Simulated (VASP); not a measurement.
MnI2, 3 atoms in the cell. The structure is trigonal, space group P-3m1 (No. 164). The conventional cell has a = 4.160 Å, b = 4.160 Å, c = 6.820 Å, α = 90.00°, β = 90.00°, γ = 120.00°. Mn (site symmetry -3m) is surrounded by 6 I at 2.95 Å. I (site symmetry 3m) has 3 Mn at 2.95 Å as nearest neighbours. 

| Item | Value |
| --- | --- |
| Program | VASP 6.6.1 |
| Task | single point |
| Functional | LDA |
| Potentials or basis | VASP PAW LDA potentials, release 64 (Mn_pv, I) |
| Cutoff | 520 eV |
| k mesh | 5 × 5 × 3 |
| Occupations | gaussian, width 0.05 eV |
| Spin | collinear spin, twin_end start |
| Starting moments | [5.08, 0.05, 0.05] μB |
| Hubbard terms | Mn d U = 4.0 eV |
| Dipole correction | no |
| Further INCAR settings | ALGO = Normal; EDIFF = 1e-06; NBANDS = 24 |

Potentials or basis: VASP PAW LDA potentials, release 64 (Mn_pv, I).

The run is started by

```sh
$ cat potpaw_LDA.64/Mn_pv/POTCAR potpaw_LDA.64/I/POTCAR > POTCAR
$ mpirun -np 1 vasp_std > vasp.out
```

Hardware: 1 thread of Intel(R) Xeon(R) 6975P-C (Granite Rapids), with other jobs on the host.

Question: How long does it take, and how much memory?

Answer: It took 24 s on 1 thread of Intel(R) Xeon(R) 6975P-C (Granite Rapids), on a shared host, peak memory 0.22 GiB. Counts: scf iterations 14, k points 12.
